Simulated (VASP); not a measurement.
Tl$_{2}$O (space group C2/m): computed properties

Calculation: LDA (Ceperley-Alder, Perdew-Zunger), VASP's LDA PAW potentials (set 64) (plane waves; VASP 6.6.1).

* **space group**: C2/m (12)
* **cell**: a = 5.9632 Å, b = 3.4498 Å, c = 12.4786 Å, α = γ = 90.00°, β = 99.27°
* **volume per atom**: 21.11 Å³/atom
* **band gap (over mesh and band path)**: 0.30 eV
* **smallest direct gap (over mesh and band path)**: 0.46 eV
* **band-edge character without spin-orbit coupling**: indirect, Γ-C at 0.22 to M2
* **band gap with spin-orbit coupling**: 0.25 eV
* **density**: 11.14 g/cm³

```cif
data_O4Tl8
_chemical_formula_sum 'Tl8 O4'
_space_group_name_H-M_alt 'C2/m'
_space_group_IT_number 12
_space_group_name_Hall '-C 2y'
_cell_length_a 5.96315
_cell_length_b 3.44980
_cell_length_c 12.47861
_cell_angle_alpha 90.000
_cell_angle_beta 99.274
_cell_angle_gamma 90.000
loop_
_atom_site_label
_atom_site_type_symbol
_atom_site_symmetry_multiplicity
_atom_site_Wyckoff_symbol
_atom_site_fract_x
_atom_site_fract_y
_atom_site_fract_z
_atom_site_occupancy
Tl1 Tl 4 i 0.12764 0.00000 0.37054 1
Tl2 Tl 4 i 0.21263 0.50000 0.12702 1
O1 O 4 i 0.42060 0.00000 0.24907 1
```
(The calculation used a cell of 6 atoms; values per cell refer to that cell.)

The path is coarsely sampled, so an indirect gap can come out somewhat too large. Unless said otherwise, spin-orbit coupling is left out, though it shifts the bands of the heavy elements here.

The structure comes from a computed database's Tl2O entry (C2/m); how it stands against other phases isn't given here. It was relaxed first, which changed the volume by -11 %. Symmetry was kept, so distortions that lower it aren't found.
